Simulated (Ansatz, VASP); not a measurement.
# ZrSeS: VASP beside Ansatz

One calculation is typed for both programs; each brings its own data sets. How far apart do they land? The structure shown is the start of the Ansatz relaxation below; VASP solves that cell, so the two are compared at the walk's first step.

Calculated with Ansatz 0.2.0; plane waves, with VASP 6.6.1 beside it; single point at LDA.

### 1. The starting structure

The cell holds 3 atoms: 1 Zr, 1 S and 1 Se. Its edges and angles: a = 3.735 Å, b = 3.735 Å, c = 33.200 Å, α = 90.0°, β = 90.0°, γ = 120.0°. Vacuum lies along c.

### 2. Ansatz: relaxation, LDA

Ansatz runs on its PAW soft_1 files.

The two programs are compared at the cell with which this relaxation starts, whose forces are those of its first step.

Contents of input.yaml:

```yaml
crystal:
  lattice:
    - [3.735, 0.0, 0.0]
    - [-1.8675, 3.2346048831, 0.0]
    - [0.0, 0.0, 33.2]
  atoms:
    - { symbol: Zr, position: [0.0, 0.0, 0.5] }
    - { symbol: S, position: [0.3333333333, 0.6666666667, 0.5451807229] }
    - { symbol: Se, position: [0.6666666667, 0.3333333333, 0.4548192771] }
  periodic: [true, true, false]
kpoints:
  mp_grid: { grid: [6, 6, 1] }
hamiltonian:
  xc: lda
  pseudopotentials: { kind: paw, azcp: { folder: soft_1 }, xc_functional: pbe }
scf:
  occupations: { method: fermi_dirac, width: 0.02 }
relax:
  f_tol: 0.01
  max_steps: 100
  cell: {}
```

On the command line:

```console
> ansatz run input.yaml --threads 8 --pin off --max-ram 17510MiB --backend cpu --events-out ev --progress --plain --runs-dir out
```

Numbers of over 12 decimals in the logs are rounded to 6 here.

What it wrote:

```text
Engine: ansatz 0.2.0, aarch64-unknown-linux-gnu
Pseudopotentials: kind: paw
Pseudopotential: Zr, paw, valence charge 12, recommended cutoff 420 eV (normal), soft_1/Zr.paw.azcp
Pseudopotential: S, paw, valence charge 6, recommended cutoff 420 eV (normal), soft_1/S.paw.azcp
Pseudopotential: Se, paw, valence charge 16, recommended cutoff 420 eV (normal), soft_1/Se.paw.azcp
Functional definition: SPW92
  exchange = slater_x
  correlation = pw_c
Crystal: 3 atoms, lattice volume = 401.097 Å³
Basis set: ecut = 420 eV, 7899 PW (Γ)
Bands: 21, of which v1, the nominal top of the filled ones, is band 17 counted from 1 (16 counted from 0)
Symmetry: 6 space group operations
Space group: P3m1 (ITA 156), of the structure as read, at distance tolerance 7.4e-5 Å
k-points: 7 of 36 (time reversal used)
Non-local potential: Zr, projectors of the file, l = 0: 3, l = 1: 2, l = 2: 2, l = 3: 1
Non-local potential: S, projectors of the file, l = 0: 2, l = 1: 2, l = 2: 1
Non-local potential: Se, projectors of the file, l = 0: 2, l = 1: 2, l = 2: 3, l = 3: 1
PAW form: soft (Blöchl's): semilocal exchange-correlation on the pseudo side does not see the compensation charge
PAW frozen core: Zr, regenerated for the run's functional, and the local potential with it (the file was generated under x = pbe(κ = 0.804, μ = 0.219515), c = pbe(β = 0.066725))
PAW frozen core: S, regenerated for the run's functional, and the local potential with it (the file was generated under x = pbe(κ = 0.804, μ = 0.219515), c = pbe(β = 0.066725))
PAW frozen core: Se, regenerated for the run's functional, and the local potential with it (the file was generated under x = pbe(κ = 0.804, μ = 0.219515), c = pbe(β = 0.066725))
PAW one-centre angular grid: Zr, 590 points (default); XC on 64 Gauss nodes
PAW one-centre angular grid: S, 110 points (default); XC on 64 Gauss nodes
PAW one-centre angular grid: Se, 590 points (default); XC on 64 Gauss nodes
Initial density: superposition of atomic densities (neutral atoms: chi_scale 0, normalization atom)
Initial wavefunctions: pseudopotential atomic-orbital guess
Functional: x = slater, c = lda
SCF iter   1: F=—  HF=-10335.122391 eV  |F-HF|=—  |Δ(HF+E_count)|=         —  Δρ=1.88e-2  dr2=2.41e0  ethr=3.10e-3  ⟨swp⟩=16.0  Hψ=1237  notcnv=0
preconditioner: auto → Resta (q_TF=auto, 1.808 Å⁻¹)  ε∞=1.8  [insulator: Δε(μ)=1.577 eV  Ē_g=8.171 eV  σ=0.020 eV  W_gap=1.00  n_scr=18 (ndim 8)  ℏωp=7.4 eV  f_vac=0.786  D(μ)=0.00/eV (n_scr^D=0)  ε∞_Penn≈1.8  vacuum switching on, ρ_ref=4.8e-3 e/Å³]
SCF iter   2: F=—  HF=-10334.509228 eV  |F-HF|=—  |Δ(HF+E_count)|=   6.13e-1  Δρ=8.95e-3  dr2=1.10e0  ethr=3.10e-3  ⟨swp⟩=4.7  Hψ=428  notcnv=0
SCF iter   3: F=—  HF=-10334.480098 eV  |F-HF|=—  |Δ(HF+E_count)|=   2.91e-2  Δρ=6.12e-3  dr2=9.28e-1  ethr=3.10e-3  ⟨swp⟩=4.1  Hψ=280  notcnv=0
SCF iter   4: F=—  HF=-10334.376761 eV  |F-HF|=—  |Δ(HF+E_count)|=   1.03e-1  Δρ=3.16e-3  dr2=5.63e-2  ethr=2.73e-3  ⟨swp⟩=3.0  Hψ=274  notcnv=0
SCF iter   5: F=—  HF=-10334.366047 eV  |F-HF|=—  |Δ(HF+E_count)|=   1.07e-2  Δρ=1.43e-3  dr2=7.05e-3  ethr=1.65e-4  ⟨swp⟩=3.6  Hψ=278  notcnv=0
SCF iter   6: F=—  HF=-10334.365141 eV  |F-HF|=—  |Δ(HF+E_count)|=   9.06e-4  Δρ=2.51e-4  dr2=3.26e-4  ethr=2.07e-5  ⟨swp⟩=3.0  Hψ=266  notcnv=0
SCF iter   7: F=—  HF=-10334.365193 eV  |F-HF|=—  |Δ(HF+E_count)|=   5.21e-5  Δρ=7.72e-5  dr2=2.21e-5  ethr=9.59e-7  ⟨swp⟩=3.3  Hψ=294  notcnv=0
SCF iter   8: F=—  HF=-10334.365192 eV  |F-HF|=—  |Δ(HF+E_count)|=   8.86e-7  Δρ=1.68e-5  dr2=1.57e-6  ethr=6.49e-8  ⟨swp⟩=3.0  Hψ=275  notcnv=0
SCF iter   9: F=-10334.365193 eV  HF=-10334.365193 eV  |F-HF|=2.93e-8  |Δ(HF+E_count)|=   1.00e-6  Δρ=3.55e-6  dr2=9.64e-8  ethr=2.94e-10  ⟨swp⟩=6.0  Hψ=848  notcnv=0
SCF 1 converged in 9 iterations: F = -10334.365193 eV  dr2 = 9.64e-8
  greatest PAW one-centre occupation: 1.000 electrons in one spin orbital (limit 2), on the Se atom at site 2 (counted from 0), in its partial waves of l = 2
relax step   1: F+E_penalty+E_count = -10334.36519328 eV  Δ(F+E_penalty+E_count) = +0.000e0 eV  max|allowed force component| = 1.685e0 eV/Å  Δτ_max = 0.0000 Å  P = -2.251 N/m  Ω = 401.097 Å³  fix = [c, alpha, beta]  reactions: c -0.000 N/m  (9 SCF iters, dr2 threshold 1.00e-7 eV, accepted)
[...]
relax step   4: F+E_penalty+E_count = -10334.50422058 eV  Δ(F+E_penalty+E_count) = -2.262e-3 eV  max|allowed force component| = 1.071e-1 eV/Å  Δτ_max = 0.0132 Å  P = +0.027 N/m  Ω = 387.155 Å³  energy of the carried Pulay correction = +3.059e-4 eV  fix = [c, alpha, beta]  reactions: c +0.000 N/m  (6 SCF iters, dr2 threshold 3.00e-7 eV, accepted)
[...]
relax step   5: F+E_penalty+E_count = -10334.50493144 eV  Δ(F+E_penalty+E_count) = -7.109e-4 eV  max|allowed force component| = 1.180e-2 eV/Å  Δτ_max = 0.0114 Å  P = +0.036 N/m  Ω = 385.732 Å³  energy of the carried Pulay correction = +3.377e-4 eV  fix = [c, alpha, beta]  reactions: c +0.000 N/m  (6 SCF iters, dr2 threshold 3.00e-7 eV, accepted)
[...]
relax step   6: F+E_penalty+E_count = -10334.50494953 eV  Δ(F+E_penalty+E_count) = -1.809e-5 eV  max|allowed force component| = 9.191e-5 eV/Å  Δτ_max = 0.0018 Å  P = -0.001 N/m  Ω = 386.172 Å³  energy of the carried Pulay correction = +3.279e-4 eV  fix = [c, alpha, beta]  reactions: c -0.000 N/m  (6 SCF iters, dr2 threshold 8.71e-9 eV, accepted)
[...]
relax step   7: F+E_penalty+E_count = -10334.50463022 eV  Δ(F+E_penalty+E_count) = +3.193e-4 eV  max|allowed force component| = 6.708e-5 eV/Å  Δτ_max = 0.0000 Å  P = -0.002 N/m  Ω = 386.172 Å³  fix = [c, alpha, beta]  reactions: c -0.000 N/m  stress off target by 2.11e-3 N/m on what of the cell is left free  SCF on the basis re-selected at this cell (its energy is not comparable with the rows above)  (8 SCF iters)
basis re-selected at this cell: Δ(F+E_penalty+E_count) = +3.193e-4 eV, ΔP = -0.001 N/m vs the last step (what re-selecting the basis moved, of the pressure what is left beyond the Pulay correction that the steps carried, after the strain that the cell walked since its last selection, with what the two solves' SCF thresholds leave and, on support functions, any second-order correction that the steps lacked; it is no m [...]
SCF converged after 8 iterations
Free energy (F): -10334.504630 eV
Harris-Foulkes:  -10334.504630 eV  (|F-HF|=6.55e-11)
Internal energy: -10334.504630 eV  (E = F + TS)
E sigma→0 (E₀):  -10334.504630 eV
Entropy (-TS):   -0.000000 eV (-0.000 meV/atom)
Fermi energy:    -5.665593 eV
--- Per-component energies (eV) ---
  E_band       = -1010.514373
  E_kinetic    = 534.970018
  E_local      = -65298.538635  (includes V_loc(G=0)·N_el)
  E_nonlocal   = -237.836023
  E_hartree    = 32324.736608
  E_xc         = -327.475440
  E_vxc        = -357.157864  (∫ρ·V_xc dr)
  E_paw        = -5481.156638  (= ΣΔE_a)
  E_vpaw       = -301.424722  (= ΣTr[D̂ρ^β])
  E_aug_tail   = -0.000400  (compensation charges beyond the density's cutoff)
  E_ewald      = 28148.054920
  E_core_change = 2.740958  (= ΣΔE_core)
  E_smearing   = -0.000000  (= −TS)
  E_closure    = 0.000000  (closes the sum)
  Σ components = -10334.504630   (vs F -10334.504630, Δ=0.00e0)
--- Forces (eV/Å), atoms counted from 1 ---
  atom   1  Zr    -0.00000000    -0.00000000     0.00057249
  atom   2  S     -0.00000000    -0.00000000     0.00063837
  atom   3  Se     0.00000000     0.00000000     0.00070605
  max |Σ_I F_I| component: 1.92e-3 eV/Å
--- 2D stress c σ (N/m, compression-positive) ---
       -0.002109       0.000000      -0.000000
       -0.000000      -0.002109      -0.000000
       -0.000000      -0.000000      -0.000000
  P = ½ c Tr σ = -0.0021 N/m
--- Relaxed structure (6 steps of the walk, 6 accepted, 1 SCFs on fresh bases) ---
  F+E_penalty+E_count = -10334.50463022 eV   max|allowed force component| = 6.708e-5 eV/Å   (the final SCF, on the basis selected at the relaxed cell)
  cell:  # Å, volume = 386.1718 Å³
    - [3.664848, 0, 0]
    - [-1.832424, 3.173851, 0]
    - [0, 0, 33.2]
  atoms:
    - { symbol: Zr, position: [2.724776365774558e-18, 0, 0.502391] }
    - { symbol: S, position: [0.333333, 0.666667, 0.543913] }
    - { symbol: Se, position: [0.666667, 0.333333, 0.453696] }
```

### 3. VASP: single point, LDA, start cell

The same cell, functional (in two slightly different forms), mesh and smearing now go to VASP, with its own data sets.

Lines of VASP's logs that name or quote its potential files are left out, and so is its time.

Contents of INCAR:

```
SYSTEM = ZrSeS
PREC = Accurate
ENCUT = 400
EDIFF = 1E-06
NELM = 120
ISMEAR = -1
SIGMA = 0.02
LREAL = .FALSE.
ALGO = Normal
GGA = CA
NBANDS = 18
LASPH = .TRUE.
LORBIT = 11
LWAVE = .FALSE.
LCHARG = .FALSE.
ISIF = 2
LDIPOL = .TRUE.
IDIPOL = 3
DIPOL = 0.5 0.5 0.5
LVHAR = .TRUE.
GGA_COMPAT = .FALSE.
EFERMI = MIDGAP
NELMDL = -8
KPAR = 2
```

Contents of POSCAR:

```
ZrSeS
1.0
    3.7350000000      0.0000000000      0.0000000000
   -1.8675000000      3.2346050000      0.0000000000
    0.0000000000      0.0000000000     33.2000000000
Zr S Se
1 1 1
Direct
    0.0000000000      0.0000000000      0.5000000000
    0.3333332818      0.6666665636      0.5451807229
    0.6666667182      0.3333334364      0.4548192771
```

Contents of KPOINTS:

```
Automatic mesh
0
Gamma
6 6 1
0 0 0
```

Potentials, in the order of the species: Zr_sv, S and Se (LDA family, release 64).

On the command line:

```console
> mpirun -np 2 vasp_std
```

What it wrote:

```text
[banner, memory and clock lines left out]
running    2 mpi-ranks, on    1 nodes
 distrk:  each k-point on    1 cores,    2 groups
 distr:  one band on    1 cores,    1 groups

 POSCAR found type information on POSCAR ZrS Se
 POSCAR found :  3 types and       3 ions
 LDA part: xc-table for (Slater(with rela. corr.)+CA(PZ))
 , standard interpolation
 POSCAR, INCAR and KPOINTS ok, starting setup
 FFT: planning ... GRIDC
 FFT: planning ... GRID_SOFT
 FFT: planning ... GRID
 WAVECAR not read
 entering main loop
       N       E                     dE             d eps       ncg     rms          rms(c)
DAV:   1     0.134082918788E+03    0.13408E+03   -0.90302E+03   332   0.769E+02
DAV:   2    -0.580709374125E+01   -0.13989E+03   -0.13271E+03   348   0.188E+02
DAV:   3    -0.238051296783E+02   -0.17998E+02   -0.17966E+02   476   0.599E+01
DAV:   4    -0.241594446740E+02   -0.35431E+00   -0.35369E+00   342   0.866E+00
DAV:   5    -0.241773911357E+02   -0.17946E-01   -0.17935E-01   398   0.161E+00
DAV:   6    -0.241776144129E+02   -0.22328E-03   -0.22326E-03   342   0.223E-01
DAV:   7    -0.241776229409E+02   -0.85280E-05   -0.85276E-05   432   0.335E-02
DAV:   8    -0.241776230438E+02   -0.10287E-06   -0.10291E-06   304   0.467E-03    0.146E+01
DAV:   9    -0.223081526585E+02    0.18695E+01   -0.63171E+00   288   0.139E+01    0.654E+00
DAV:  10    -0.222203533292E+02    0.87799E-01   -0.66213E-01   362   0.432E+00    0.245E+00
DAV:  11    -0.222115011175E+02    0.88522E-02   -0.70032E-02   368   0.150E+00    0.554E-01
DAV:  12    -0.222100417294E+02    0.14594E-02   -0.51437E-03   336   0.530E-01    0.274E-01
DAV:  13    -0.222096536365E+02    0.38809E-03   -0.16246E-03   376   0.274E-01    0.111E-01
DAV:  14    -0.222097395849E+02   -0.85948E-04   -0.10781E-04   352   0.645E-02    0.388E-02
[...]
DAV:  19    -0.222107294156E+02   -0.12643E-03   -0.39562E-06   310   0.663E-03    0.211E-03
DAV:  20    -0.222107772910E+02   -0.47875E-04   -0.13350E-06   294   0.340E-03    0.267E-03
DAV:  21    -0.222108225884E+02   -0.45297E-04   -0.13730E-06   276   0.324E-03    0.143E-03
DAV:  22    -0.222108326152E+02   -0.10027E-04   -0.26486E-07   264   0.148E-03    0.581E-04
DAV:  23    -0.222108418278E+02   -0.92125E-05   -0.22403E-07   234   0.113E-03    0.328E-04
DAV:  24    -0.222108457296E+02   -0.39018E-05   -0.10009E-07   244   0.782E-04    0.265E-04
DAV:  25    -0.222108468625E+02   -0.11329E-05   -0.17131E-08   208   0.362E-04    0.132E-04
DAV:  26    -0.222108474733E+02   -0.61078E-06   -0.13020E-08   204   0.277E-04
   1 F= -.22210847E+02 E0= -.22210847E+02  d E =-.725920E-09
```

From OUTCAR (step 3):

```text
ion  position               nearest neighbor table
   1  0.000  0.000  0.500-   2 2.63   3 2.63   2 2.63   3 2.63   3 2.63   2 2.63
   2  0.333  0.667  0.545-   1 2.63   1 2.63   1 2.63
   3  0.667  0.333  0.455-   1 2.63   1 2.63   1 2.63

  LATTYP: Found a hexagonal cell.
 ALAT       =     3.7350000000
 C/A-ratio  =     8.8888888889

 Subroutine GETGRP returns: Found  6 space group operations
 (whereof  6 operations were pure point group operations)

The static configuration has the point symmetry C_3v.

 Found      7 irreducible k-points:

   k-points           NKPTS =      7   k-points in BZ     NKDIM =      7   number of bands    NBANDS=     18

   dimension x,y,z NGX =    24 NGY =   24 NGZ =  224
   dimension x,y,z NGXF=    48 NGYF=   48 NGZF=  448

   ENCUT  =  400.0 eV  29.40 Ry    5.42 a.u.   6.09  6.09 54.14*2*pi/ulx,y,z

   NELECT =      24.0000    total number of electrons

 k-points in reciprocal lattice and weights: Automatic mesh
   0.00000000  0.00000000  0.00000000       0.028
   0.16666667  0.00000000  0.00000000       0.167
   0.33333333  0.00000000  0.00000000       0.167
   0.50000000  0.00000000  0.00000000       0.083
   0.16666667  0.16666667  0.00000000       0.167
   0.33333333  0.16666667  0.00000000       0.333
   0.33333333  0.33333333  0.00000000       0.056

 dipolmoment           0.000000      0.000000      0.038821 electrons x Angstroem

 average (electrostatic) potential at core
       1 -88.1261       2 -95.2098       3 -67.7992

 E-fermi :  -3.9644

 k-point     1 :       0.0000    0.0000    0.0000
  band No.  band energies     occupation
    ...
      8      -6.9471      2.00000
      9      -6.9471      2.00000
     10      -5.3017      2.00000
     11      -4.3358      2.00000
     12      -4.3358      2.00000
     13      -3.0471      0.00000
     14      -3.0471      0.00000
     15      -2.2435      0.00000
     16       0.5973      0.00000
     17       0.5980      0.00000
    ...

 k-point     2 :       0.1667    0.0000    0.0000
  band No.  band energies     occupation
    ...
      8      -7.4151      2.00000
      9      -6.8078      2.00000
     10      -5.8532      2.00000
     11      -4.9736      2.00000
     12      -4.8664      2.00000
     13      -3.0390      0.00000
     14      -2.2967      0.00000
     15      -1.8260      0.00000
     16      -0.3243      0.00000
     17       0.4638      0.00000
    ...

 k-point     3 :       0.3333    0.0000    0.0000
  band No.  band energies     occupation
    ...
      8      -7.4671      2.00000
      9      -6.8519      2.00000
     10      -6.7092      2.00000
     11      -5.3701      2.00000
     12      -5.2567      2.00000
     13      -3.4187      0.00000
     14      -1.6563      0.00000
     15      -1.3444      0.00000
     16       0.3248      0.00000
     17       0.6500      0.00000
    ...

  Total       -1.6541634     -1.6541635     -0.9311481      0.0000000      0.0000000      0.0000000
  in kB       -6.6075285     -6.6075289     -3.7194559      0.0000000      0.0000000      0.0000000
  external PRESSURE =      -5.6448378 kB  Pullay stress =       0.0000000 kB

  energy-cutoff  :      400.00
  volume of cell :      401.10
      direct lattice vectors                 reciprocal lattice vectors
     3.735000000  0.000000000  0.000000000     0.267737617  0.154578380  0.000000000
    -1.867500000  3.234605000  0.000000000     0.000000000  0.309156759  0.000000000
     0.000000000  0.000000000 33.200000000     0.000000000  0.000000000  0.030120482

 POSITION                                       TOTAL-FORCE (eV/Angst)
 -----------------------------------------------------------------------------------
      0.00000      0.00000     16.60000        -0.000000      0.000000      1.707593
      0.00000      2.15640     18.10000         0.000000      0.000000     -1.149979
      1.86750      1.07820     15.10000        -0.000000      0.000000     -0.557613
 -----------------------------------------------------------------------------------
    total drift:                                0.000000      0.000052      0.000229

  FREE ENERGIE OF THE ION-ELECTRON SYSTEM (eV)
  ---------------------------------------------------
  free  energy   TOTEN  =       -22.2108474733 eV

  energy  without entropy=      -22.2108474726  energy(sigma->0) =      -22.21084747

 vacuum level on the upper side and lower side of the slab         2.186         1.605

 total charge
# of ion       s       p       d       tot
------------------------------------------
    1        2.174   6.015   1.469   9.658
    2        1.344   2.361   0.000   3.706
    3        1.463   2.446   0.030   3.939
--------------------------------------------------
tot          4.982  10.822   1.499  17.303

[... 3 further parts left out ...]
```

### 4. Comparison

Known differences besides the potentials themselves: the two LDA forms differ slightly; Ansatz cuts the interaction across the vacuum, VASP repeats the sheet with a dipole correction; the data sets hold 34 valence electrons in Ansatz (on its PAW soft_1 files) and 24 in VASP; the cutoff is 420 eV in Ansatz and 400 eV in VASP; VASP's log shows a relativistic correction to its local exchange, Ansatz's none. Total energies have different zeros and are not compared.

Forces (eV/Å; atoms numbered as in POSCAR):

```
atom        Ansatz x, y, z          VASP x, y, z
 Zr1   0.000, 0.000, 1.685   0.000, 0.000, 1.708
  S2  0.000, 0.000, -1.167  0.000, 0.000, -1.150
 Se3  0.000, 0.000, -0.518  0.000, 0.000, -0.558
```

The forces differ by 16 meV/Å r.m.s., which is 2.3 % of the r.m.s. force of 0.711 eV/Å (both taken over all components). With vacuum in the cell, a pressure given here is an average over mostly empty space and none of the material.

### 5. Summary of results

| Item | Value |
| --- | --- |
| r.m.s. force difference (single point, LDA, start cell) | 2.3 % of the r.m.s. force |

The r.m.s. force difference is 2.3 % of the r.m.s. force (single point, LDA, start cell), within the 3 % picked in this series as the mark of a large difference. The data sets hold unlike numbers of valence electrons (34 in Ansatz and 24 in VASP), so part of the differences comes from the potentials. 1 further run of this series is not shown here. How closely two codes agree says nothing of how well the functional describes the real material.

[Lines on the potential files, build, host, timing and source positions are cut from VASP's logs without a mark.]

[Logs are printed without paths, hosts, clocks, repeated set-up lines and the standing remarks that a program may print on its own settings, such as how far it seeks lower states.]

[Hosts, paths, dates, database ids (printed as entryN), source tags and the programs' standing remarks are cut or masked in the printed files.]
